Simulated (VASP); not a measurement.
Set up this calculation in VASP 6.6.1, as the native input.

- Task: work function
- Functional: BLYP
- Potentials or basis: VASP PAW PBE potentials, release 64 (Al)
- Cutoff: 520 eV
- k mesh: 8 × 8 × 1
- Occupations: fermi-dirac, width 0.05 eV
- Spin: no spin polarisation
- Dipole correction: yes
- Further INCAR settings: ALGO = Normal; EDIFF = 1e-06

The structure of Al lies in POSCAR:

```
Al
1.0
    2.8270770242      0.0000000000      0.0000000000
   -1.4135385121      2.4483205214      0.0000000000
    0.0000000000      0.0000000000     26.4824913375
Al
6
Direct
    0.6666666700      0.3333333400      0.2832059833
    0.0000000000      0.0000000000      0.3699235900
    0.3333333300      0.6666666600      0.4566411967
    0.0000000000      0.0000000000      0.5433588033
    0.6666666700      0.3333333400      0.6300764100
    0.0000000000      0.0000000000      0.7167940167
```

These files were run (other wordings do the same):

INCAR

```
PREC = Accurate
ENCUT = 520
EDIFF = 1E-6
ISMEAR = -1
SIGMA = 0.05
LREAL = F
LASPH = T
NELM = 80
ALGO = Normal
ISIF = 2
LWAVE = F
LCHARG = T
LDIPOL = T
IDIPOL = 3
DIPOL = 0.5 0.5 0.500
GGA = B5
ALDAX = 1.0
AGGAX = 1.0
AGGAC = 1.0
ALDAC = 0.0
LELF = T
LVHAR = T
LVACPOTAV = T
```

KPOINTS

```
Automatic mesh
0
Gamma
  8 8 1
```

Potentials or basis: VASP PAW PBE potentials, release 64 (Al).

Launch:

```console
$ cat potpaw_PBE.64/Al/POTCAR > POTCAR
$ mpirun -np 1 vasp_std > vasp.out
```

Results of the run:

The largest force is 0.451 eV/Å, the band gap on the k mesh is none (metal or under the smearing width) and the work function of the upper face is 3.56 eV. The work function of the lower face is 3.61 eV.

Caveat: the PAW data sets were made with another functional, which shifts forces and pressure a little.

It took 69 s on 1 thread of Intel(R) Xeon(R) 6975P-C (Granite Rapids), on a shared host, peak memory 0.3 GiB.
